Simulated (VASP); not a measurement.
Method: RPBE GGA, VASP's PBE PAW potentials (set 64) (plane waves; VASP).

VASP input:

INCAR:
```
ALGO  =  Normal
EDIFF  =  1E-7
ENCUT  =  520
GGA  =  RP
ISIF  =  2
ISMEAR  =  -5
ISPIN  =  2
LASPH  =  .TRUE.
LCHARG  =  .TRUE.
LEFG  =  .TRUE.
LMAXMIX  =  4
LORBIT  =  11
LREAL  =  .FALSE.
LWAVE  =  .FALSE.
MAGMOM  =  4.6 -4.6 -0.0 0.0 0.0 -0.0
NEDOS  =  601
NELM  =  100
PREC  =  Accurate
SYSTEM  =  MnF2
```

### KPOINTS
```
Automatic mesh
0
G
5 5 7
```

POSCAR:
```
MnF2
1
    5.0242376734    -0.0000000000     0.0000000000
   -0.0000000000     5.0242376734     0.0000000000
    0.0000000000     0.0000000000     3.3663421658
Mn F
2 4
Direct
  0.0000000000   0.0000000000   0.0000000000
  0.5000000000   0.5000000000   0.5000000000
  0.3042934303   0.3042934303   0.0000000000
  0.8042934303   0.1957065697   0.5000000000
  0.1957065697   0.8042934303   0.5000000000
  0.6957065697   0.6957065697   0.0000000000
```

POTCAR, in this order: Mn_pv F (PBE.64 set). Program: vasp_std.

Output of the run:

**OSZICAR**
```
       N       E                     dE             d eps       ncg     rms          rms(c)
DAV:   1     0.696935602851E+03    0.69694E+03   -0.31597E+04  3192   0.187E+03
DAV:   2     0.313297868968E+02   -0.66561E+03   -0.64301E+03  3448   0.535E+02
DAV:   3    -0.400890245167E+02   -0.71419E+02   -0.70868E+02  3512   0.181E+02
DAV:   4    -0.420077282940E+02   -0.19187E+01   -0.19151E+01  3616   0.298E+01
DAV:   5    -0.420400818965E+02   -0.32354E-01   -0.32349E-01  3352   0.437E+00    0.191E+01
DAV:   6    -0.378477141222E+02    0.41924E+01   -0.27772E+01  3704   0.371E+01    0.137E+01
DAV:   7    -0.380275086525E+02   -0.17979E+00   -0.20046E+00  3360   0.102E+01    0.947E+00
DAV:   8    -0.378055812859E+02    0.22193E+00   -0.58502E-01  3280   0.701E+00    0.304E+00
DAV:   9    -0.380615597162E+02   -0.25598E+00   -0.14365E-01  3712   0.406E+00    0.928E-01
DAV:  10    -0.380671414855E+02   -0.55818E-02   -0.25372E-02  3264   0.105E+00    0.155E-01
DAV:  11    -0.380680152185E+02   -0.87373E-03   -0.11513E-03  3616   0.309E-01    0.760E-02
DAV:  12    -0.380685648158E+02   -0.54960E-03   -0.40208E-04  3384   0.143E-01    0.580E-02
DAV:  13    -0.380686515981E+02   -0.86782E-04   -0.93346E-05  3544   0.682E-02    0.149E-02
DAV:  14    -0.380686743403E+02   -0.22742E-04   -0.37246E-05  3512   0.427E-02    0.520E-03
DAV:  15    -0.380686753395E+02   -0.99911E-06   -0.21499E-06  3320   0.103E-02    0.275E-03
DAV:  16    -0.380686764867E+02   -0.11473E-05   -0.12793E-06  3264   0.740E-03    0.109E-03
DAV:  17    -0.380686764268E+02    0.59934E-07   -0.42540E-08  1952   0.164E-03
   1 F= -.38068676E+02 E0= -.38068676E+02  d E =0.000000E+00  mag=     0.0000
```

### OUTCAR
```
------------------------ aborting loop because EDIFF is reached ----------------------------------------
  FORCE on cell =-STRESS in cart. coord.  units (eV):
  Direction    XX          YY          ZZ          XY          YZ          ZX
  --------------------------------------------------------------------------------------
  Total        0.0063152      0.0063152     -0.0236066      0.0000000      0.0000000      0.0000000
  in kB        0.1190692      0.1190692     -0.4450867      0.0000000      0.0000000      0.0000000
  external PRESSURE =      -0.0689828 kB  Pullay stress =       0.0000000 kB
  volume of cell :       84.98
      direct lattice vectors                 reciprocal lattice vectors
     5.024237673  0.000000000  0.000000000     0.199035170  0.000000000  0.000000000
     0.000000000  5.024237673  0.000000000     0.000000000  0.199035170  0.000000000
     0.000000000  0.000000000  3.366342166     0.000000000  0.000000000  0.297058335
 POSITION                                       TOTAL-FORCE (eV/Angst)
 -----------------------------------------------------------------------------------
      0.00000      0.00000      0.00000         0.000000     -0.000000      0.000000
      2.51212      2.51212      1.68317         0.000000     -0.000000      0.000000
      1.52884      1.52884      0.00000        -0.002587     -0.002587      0.000000
      4.04096      0.98328      1.68317        -0.002587      0.002587      0.000000
      0.98328      4.04096      1.68317         0.002587     -0.002587      0.000000
      3.49540      3.49540      0.00000         0.002587      0.002587      0.000000
 -----------------------------------------------------------------------------------
    total drift:                               -0.000000      0.000000     -0.000000
  FREE ENERGIE OF THE ION-ELECTRON SYSTEM (eV)
  ---------------------------------------------------
  free  energy   TOTEN  =       -38.0686764268 eV

  energy  without entropy=      -38.0686764268  energy(sigma->0) =      -38.06867643

 total charge

# of ion       s       p       d       tot
------------------------------------------
    1        0.145   6.119   4.927  11.191
    2        0.145   6.119   4.927  11.191
    3        1.738   4.365   0.000   6.103
    4        1.738   4.365   0.000   6.103
    5        1.738   4.365   0.000   6.103
    6        1.738   4.365   0.000   6.103
--------------------------------------------------
tot          7.241  29.698   9.853  46.793

 magnetization (x)

# of ion       s       p       d       tot
------------------------------------------
    1        0.018   0.016   4.542   4.576
    2       -0.018  -0.016  -4.542  -4.576
    3       -0.002  -0.023   0.000  -0.025
    4        0.002   0.023   0.000   0.025
    5        0.002   0.023   0.000   0.025
    6       -0.002  -0.023   0.000  -0.025
--------------------------------------------------
tot          0.000   0.000  -0.000  -0.000

 Electric field gradients after diagonalization (V/A^2)
 (convention: |V_zz| > |V_xx| > |V_yy|)
----------------------------------------------------------------------
 ion       V_xx      V_yy      V_zz     asymmetry (V_yy - V_xx)/ V_zz
----------------------------------------------------------------------
   1     -13.354    -6.123    19.478       0.371
   2     -13.354    -6.123    19.478       0.371
   3      49.161    18.214   -67.375       0.459
   4      49.161    18.214   -67.375       0.459
   5      49.161    18.214   -67.375       0.459
   6      49.161    18.214   -67.375       0.459
```
(Selected blocks of OUTCAR.)

The compound is MnF2 in the rutile structure. It was relaxed first, which changed the volume by +8 %.
